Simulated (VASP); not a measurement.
An input for Quantum ESPRESSO's pw.x (written as the equivalent of a VASP run, and not itself run):

```
&CONTROL
  calculation = 'scf'
  pseudo_dir = './pseudo'
  outdir = './out'
  tprnfor = .true.
  tstress = .true.
/
&SYSTEM
  ibrav = 0
  nat = 1
  ntyp = 1
  ecutwfc = 68
  occupations = 'tetrahedra'
  input_dft = 'rpbe'
/
&ELECTRONS
  conv_thr = 7.3e-09
  electron_maxstep = 100
/
ATOMIC_SPECIES
  Sr 87.620 Sr.upf
CELL_PARAMETERS angstrom
     0.0000000    3.0732728    3.0732728
     3.0732728    0.0000000    3.0732728
     3.0732728    3.0732728    0.0000000
ATOMIC_POSITIONS crystal
  Sr   0.0000000  0.0000000  0.0000000
K_POINTS automatic
  12 12 12 0 0 0
```

### Question
Translate this input to VASP (INCAR, KPOINTS, POSCAR, choice of POTCAR).

### Answer
One answer among several that fit: 
**INCAR**
```
SYSTEM = Sr
PREC = Accurate
ENCUT = 520
EDIFF = 1E-7
NELM = 100
ALGO = Normal
LREAL = .FALSE.
LASPH = .TRUE.
ISMEAR = -5
GGA = RP
LMAXMIX = 4
LWAVE = .FALSE.
LCHARG = .TRUE.
LORBIT = 11
NEDOS = 601
ISIF = 2
```

### KPOINTS
```
Automatic mesh
0
Gamma
12 12 12
0 0 0
```

POSCAR:
```
Sr
4.3462640
  0.0000000000   0.7071067819   0.7071067819
  0.7071067819   0.0000000000   0.7071067819
  0.7071067819   0.7071067819   0.0000000000
Sr
1
direct
  0.0000000000   0.0000000000   0.0000000000
```

POTCAR, in this order: Sr_sv (PBE.64 set). Program: vasp_std.

The two are equivalent in intent, not identical: the potentials are each code's own (VASP's PAW set, PseudoDojo norm-conserving files in pw.x), so ENCUT and ecutwfc are chosen apart and not converted; conv_thr bounds pw.x's estimated SCF error, while EDIFF bounds the energy change between steps.

The compound is Sr in the fcc structure. It was relaxed first.
